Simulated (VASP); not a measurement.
An input for Quantum ESPRESSO's pw.x (written as the equivalent of a VASP run, and not itself run):

```
&CONTROL
  calculation = 'scf'
  pseudo_dir = './pseudo'
  outdir = './out'
  tprnfor = .true.
  tstress = .true.
/
&SYSTEM
  ibrav = 0
  nat = 4
  ntyp = 2
  ecutwfc = 102
  occupations = 'smearing'
  smearing = 'gaussian'
  degauss = 0.01999
  input_dft = 'pbe'
/
&ELECTRONS
  conv_thr = 7.3e-08
  electron_maxstep = 100
/
ATOMIC_SPECIES
  Cd 112.414 Cd.upf
  S 32.060 S.upf
CELL_PARAMETERS angstrom
     4.3490200    0.0000000    0.0000000
    -2.1745100    3.7663610    0.0000000
     0.0000000    0.0000000   19.4574980
ATOMIC_POSITIONS crystal
  Cd   0.6750900  0.3347640  0.4241640
  Cd   0.6707750  0.3303170  0.5750160
  S    0.3288630  0.6688040  0.3600610
  S    0.3252730  0.6661140  0.6407590
K_POINTS automatic
  7 7 1 0 0 0
```

**Question.** Translate this input to VASP (INCAR, KPOINTS, POSCAR, choice of POTCAR).

**Answer.** This is not unique; one that fits is 
INCAR:
```
SYSTEM = CdS
PREC = Accurate
ENCUT = 300
EDIFF = 1E-6
NELM = 100
ALGO = Normal
LREAL = .FALSE.
LASPH = .TRUE.
ISMEAR = 0
SIGMA = 0.272
GGA = PE
LMAXMIX = 4
LWAVE = .FALSE.
LCHARG = .FALSE.
ISIF = 2
```

File POSCAR:
```
CdS
19.4574980
  0.2235138351   0.0000000000   0.0000000000
 -0.1117569176   0.1935686181   0.0000000000
  0.0000000000   0.0000000000   1.0000000000
Cd S
2 2
Cartesian
  0.1134797622   0.0647998049   0.4241640000
  0.1130122830   0.0639390052   0.5750160000
 -0.0012380431   0.1294594661   0.3600610000
 -0.0017398317   0.1289387665   0.6407590000
```

**KPOINTS**
```
Automatic
0
gamma
7 7 1
```

POTCAR, in this order: Cd S (PBE.64 set). Program: vasp_std.

What does not carry over: the potentials are each code's own (VASP's PAW set, PseudoDojo norm-conserving files in pw.x), so ENCUT and ecutwfc are chosen apart and not converted; conv_thr bounds pw.x's estimated SCF error, while EDIFF bounds the energy change between steps.

The cell is a sheet with vacuum, built from a generated structure.
